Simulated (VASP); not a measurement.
Here is the system:

```xyz
8
Lattice="0.0019 6.4512 6.4470 6.4512 0.0019 6.4470 3.2266 3.2266 0.0000" Properties=species:S:1:pos:R:3 pbc="T T T"
Mg     3.2266     3.2266     0.0061
Mg     6.4459     3.2338     3.2236
Mg     3.2338     6.4459     3.2236
Te     1.6133     1.6133     1.6110
Te     4.8531     1.6000     4.8211
Te     1.6000     4.8531     4.8211
Te     4.8398     4.8398     8.0858
Cd     3.2266     3.2266     6.4428
```

These are PBEsol GGA, VASP's PBE PAW potentials (set 64) (plane waves; VASP) values and carry that method's errors. Numerical set-up: 400 eV cut-off, Gaussian smearing of 0.050 eV, potentials Mg Te Cd.

Unless said otherwise, spin-orbit coupling is left out, though it shifts the bands of the heavy elements here.

### Question
Give the energies of bands 12 to 25 at the high-symmetry points, in eV from the valence-band maximum.

### Answer

```tsv
band	Γ	Y	C0	Z	A0	T	S	R
12	-3.33	-2.31	-2.33	-2.88	-3.29	-3.39	-2.39	-3.09
13	-1.44	-2.01	-2.25	-2.79	-3.13	-3.24	-2.09	-3.07
14	-1.43	-1.82	-2.18	-2.16	-1.49	-1.43	-1.76	-1.82
15	-0.63	-1.73	-1.22	-2.02	-1.48	-1.43	-1.64	-1.73
16	-0.62	-0.94	-0.94	-1.82	-1.43	-1.43	-1.09	-1.67
17	-0.56	-0.94	-0.92	-1.75	-1.42	-1.43	-1.03	-1.65
18	-0.56	-0.83	-0.89	-1.73	-1.01	-0.63	-0.46	-1.09
19	-0.04	-0.74	-0.80	-1.73	-0.97	-0.61	-0.45	-1.08
20	-0.04	-0.65	-0.74	-0.64	-0.70	-0.52	-0.22	-1.05
21	0.00	-0.48	-0.29	-0.55	-0.62	-0.51	-0.20	-0.95
22	1.70	3.36	3.30	3.67	2.68	2.25	2.65	3.06
23	2.56	3.64	3.66	4.05	2.85	2.59	3.17	3.41
24	2.66	3.72	3.78	4.43	2.90	2.61	3.40	3.41
25	3.00	3.93	3.91	4.44	3.45	3.01	3.50	3.62
```

The gap is direct, 1.70 eV, from the valence maximum at Γ to the conduction minimum at Γ.

The structure was generated: CdMg3Te4 was put into an ordered model structure (Amm2), which need not be its known phase. It was relaxed first.
